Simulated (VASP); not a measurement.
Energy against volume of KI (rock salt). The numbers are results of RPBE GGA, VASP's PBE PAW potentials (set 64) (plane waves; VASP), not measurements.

| V (Å³/atom) | E (eV/atom) |
|---|---|
| 48.122 | -2.62945 |
| 49.658 | -2.63381 |
| 51.193 | -2.63533 |
| 52.729 | -2.63444 |
| 54.265 | -2.63150 |

**Question.** Fit a third-order Birch-Murnaghan equation of state.

**Answer.** 
```
Quantity                                        Result
---------------------------------------  -------------
volume per atom                          51.35 Å³/atom
bulk modulus                                   8.3 GPa
pressure derivative of the bulk modulus           4.39
lattice constant a                             7.434 Å
```

The compound is KI in the rock salt structure. It was relaxed first, which changed the volume by +16 %.
